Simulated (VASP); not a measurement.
All values below come from PBE GGA, VASP's PBE PAW potentials (set 64) (plane waves; VASP 6.6.1).

A VASP calculation is set up with these files.

POSCAR:
```
TiO2
1
    2.8057440000     0.0000000000     0.0000000000
   -1.4028720000     2.4298460000     0.0000000000
    0.0000000000     0.0000000000    16.2812410000
Ti O
1 2
Direct
  0.0000000000   0.0000000000   0.5000000000
  0.3333330000   0.6666670000   0.5700570000
  0.6666670000   0.3333330000   0.4299430000
```

KPOINTS:
```
Automatic mesh
0
Gamma
13 13 1
0 0 0
```

### INCAR
```
ALGO = Normal
EDIFF = 1E-6
ENCUT = 400
GGA = PE
ISIF = 2
ISMEAR = -1
LASPH = .TRUE.
LCHARG = .FALSE.
LMAXMIX = 4
LREAL = .FALSE.
LWAVE = .FALSE.
NELM = 100
PREC = Accurate
SIGMA = 0.1
SYSTEM = TiO2
```

POTCAR, in this order: Ti_sv O (PBE.64 set). Program: vasp_std.

Output

**OUTCAR**
```
 ion  position               nearest neighbor table
   1  0.000  0.000  0.500-   2 1.98   3 1.98   3 1.98   2 1.98   3 1.98   2 1.98
   2  0.333  0.667  0.570-   1 1.98   1 1.98   1 1.98
   3  0.667  0.333  0.430-   1 1.98   1 1.98   1 1.98
  LATTYP: Found a hexagonal cell.
 ALAT       =     2.8057440000
 C/A-ratio  =     5.8028248479
 Subroutine PRICEL returns:
 Original cell was already a primitive cell.
 Subroutine GETGRP returns: Found 12 space group operations
The static configuration has the point symmetry D_3d.
The dynamic configuration has the point symmetry D_3d.
 Subroutine INISYM returns: Found 12 space group operations
 Subroutine IBZKPT returns following result:
 Found     21 irreducible k-points:

 Following reciprocal coordinates:
            Coordinates               Weight
  0.000000  0.000000  0.000000      1.000000
  0.076923 -0.000000  0.000000      6.000000
  0.153846  0.000000  0.000000      6.000000
  0.230769  0.000000  0.000000      6.000000
  0.307692  0.000000  0.000000      6.000000
  0.384615  0.000000  0.000000      6.000000
  0.461538  0.000000  0.000000      6.000000
  0.076923  0.076923  0.000000      6.000000
  0.153846  0.076923  0.000000     12.000000
  0.230769  0.076923  0.000000     12.000000
  0.307692  0.076923  0.000000     12.000000
  0.384615  0.076923  0.000000     12.000000
  0.461538  0.076923  0.000000      6.000000
  0.153846  0.153846  0.000000      6.000000
  0.230769  0.153846  0.000000     12.000000
  0.307692  0.153846  0.000000     12.000000
  0.384615  0.153846  0.000000     12.000000
  0.230769  0.230769  0.000000      6.000000
  0.307692  0.230769  0.000000     12.000000
  0.384615  0.230769  0.000000      6.000000
  0.307692  0.307692  0.000000      6.000000
   k-points           NKPTS =     21   k-points in BZ     NKDIM =     21   number of bands    NBANDS=     16
   number of dos      NEDOS =    301   number of ions     NIONS =      3
   total plane-waves  NPLWV =  34992
   dimension x,y,z NGX =    18 NGY =   18 NGZ =  108
   dimension x,y,z NGXF=    36 NGYF=   36 NGZF=  216
   ions per type =               1   2
   PREC   = accura    normal or accurate (medium, high low for compatibility)
   ISTART =      0    job   : 0-new  1-cont  2-samecut
   ICHARG =      2    charge: 1-file 2-atom 10-const
   ISPIN  =      1    spin polarized calculation?
   LNONCOLLINEAR =      F non collinear calculations
   LSORBIT =      F    spin-orbit coupling
   INIWAV =      1    electr: 0-lowe 1-rand  2-diag
   ENCUT  =  400.0 eV  29.40 Ry    5.42 a.u.   4.58  4.58 26.55*2*pi/ulx,y,z
   NELM   =    100;   NELMIN=  2; NELMDL= -5     # of ELM steps
   EDIFF  = 0.1E-05   stopping-criterion for ELM
   LREAL  =      F    real-space projection
   NLSPLINE    = F    spline interpolate recip. space projectors
   LMAXMIX     =    4 max onsite mixed and CHGCAR
   VOSKOWN=      0    Vosko Wilk Nusair interpolation
   EDIFFG = 0.1E-04   stopping-criterion for IOM
   NSW    =      0    number of steps for IOM
   NBLOCK =      1;   KBLOCK =      1    inner block; outer block
   IBRION =     -1    ionic relax: 0-MD 1-quasi-New 2-CG
   NFREE  =      0    steps in history (QN), initial steepest desc. (CG)
   ISIF   =      2    stress and relaxation
   ISYM   =      2    0-nonsym 1-usesym 2-fastsym
   TEIN   =    0.0    initial temperature
   TEBEG  =    0.0;   TEEND  =   0.0 temperature during run
   SMASS  =  -3.00    Nose mass-parameter (am)
   PSTRESS=    0.0 pullay stress
   NELECT =      24.0000    total number of electrons
   EFERMI =   0.00;   METHOD = LEGACY
   ISMEAR =    -1;   SIGMA  =   0.10  broadening in eV -4-tet -1-fermi 0-gaus
   IALGO  =     38    algorithm
   LDIAG  =      T    sub-space diagonalisation (order eigenvalues)
...
```

File OSZICAR:
```
       N       E                     dE             d eps       ncg     rms          rms(c)
DAV:   1     0.222989619798E+03    0.22299E+03   -0.11756E+04   784   0.114E+03
DAV:   2    -0.490070907448E+01   -0.22789E+03   -0.22404E+03   912   0.352E+02
DAV:   3    -0.320723556493E+02   -0.27172E+02   -0.27072E+02  1024   0.126E+02
DAV:   4    -0.331594706704E+02   -0.10871E+01   -0.10867E+01  1000   0.220E+01
DAV:   5    -0.332048725436E+02   -0.45402E-01   -0.45402E-01   984   0.349E+00    0.223E+01
DAV:   6    -0.273701466171E+02    0.58347E+01   -0.71188E+01   904   0.892E+01    0.122E+01
DAV:   7    -0.263401961118E+02    0.10300E+01   -0.27376E+01   952   0.470E+01    0.822E+00
DAV:   8    -0.263132755166E+02    0.26921E-01   -0.93258E+00   864   0.329E+01    0.633E+00
DAV:   9    -0.258835686780E+02    0.42971E+00   -0.27799E+00   936   0.162E+01    0.767E-01
DAV:  10    -0.258891332277E+02   -0.55645E-02   -0.45809E-02   736   0.208E+00    0.564E-01
DAV:  11    -0.258850638542E+02    0.40694E-02   -0.17230E-02   992   0.133E+00    0.860E-02
DAV:  12    -0.258845555462E+02    0.50831E-03   -0.20452E-03   784   0.311E-01    0.733E-02
DAV:  13    -0.258846205155E+02   -0.64969E-04   -0.58341E-04   984   0.237E-01    0.691E-02
DAV:  14    -0.258846659862E+02   -0.45471E-04   -0.26193E-04   776   0.204E-01    0.265E-02
DAV:  15    -0.258846556011E+02    0.10385E-04   -0.22462E-04  1056   0.106E-01    0.263E-02
DAV:  16    -0.258847779536E+02   -0.12235E-03   -0.14675E-04   920   0.129E-01    0.188E-02
DAV:  17    -0.258848824115E+02   -0.10446E-03   -0.33877E-05   824   0.570E-02    0.514E-03
DAV:  18    -0.258849483577E+02   -0.65946E-04   -0.76300E-06   880   0.208E-02    0.435E-03
DAV:  19    -0.258849717361E+02   -0.23378E-04   -0.28088E-06   768   0.147E-02    0.209E-03
DAV:  20    -0.258849860253E+02   -0.14289E-04   -0.10633E-06   696   0.601E-03    0.497E-04
DAV:  21    -0.258849873566E+02   -0.13313E-05   -0.64492E-08   576   0.182E-03    0.194E-04
DAV:  22    -0.258849891332E+02   -0.17766E-05   -0.49502E-08   576   0.159E-03    0.121E-04
DAV:  23    -0.258849891854E+02   -0.52238E-07   -0.56054E-09   392   0.535E-04
   1 F= -.25884989E+02 E0= -.25884986E+02  d E =-.557260E-05
```

**OUTCAR**
```
------------------------ aborting loop because EDIFF is reached ----------------------------------------
  FORCE on cell =-STRESS in cart. coord.  units (eV):
  Direction    XX          YY          ZZ          XY          YZ          ZX
  --------------------------------------------------------------------------------------
  Total        3.3254791      3.3254803     -6.0366046      0.0000000      0.0000000      0.0000000
  in kB       48.0010253     48.0010419    -87.1342731      0.0000000      0.0000000      0.0000000
  external PRESSURE =       2.9559314 kB  Pullay stress =       0.0000000 kB
  volume of cell :      111.00
      direct lattice vectors                 reciprocal lattice vectors
     2.805744000  0.000000000  0.000000000     0.356411704  0.205774358  0.000000000
    -1.402872000  2.429846000  0.000000000     0.000000000  0.411548715  0.000000000
     0.000000000  0.000000000 16.281241000     0.000000000  0.000000000  0.061420379
 POSITION                                       TOTAL-FORCE (eV/Angst)
 -----------------------------------------------------------------------------------
      0.00000      0.00000      8.14062         0.000000      0.000000      0.000000
     -0.00000      1.61990      9.28124        -0.000000      0.000000     -2.051881
      1.40287      0.80995      7.00001        -0.000000     -0.000000      2.051881
 -----------------------------------------------------------------------------------
    total drift:                                0.000000      0.000000      0.000000
  FREE ENERGIE OF THE ION-ELECTRON SYSTEM (eV)
  ---------------------------------------------------
  free  energy   TOTEN  =       -25.8849891854 eV

  energy  without entropy=      -25.8849836128  energy(sigma->0) =      -25.88498640
```
(Selected blocks of OUTCAR.)

At this cut-off the stress carries a Pulay error, which pulls relaxed volumes low. The cell holds a wide vacuum, so values per volume refer to the whole cell.

The cell is a sheet with vacuum, built from a generated structure.
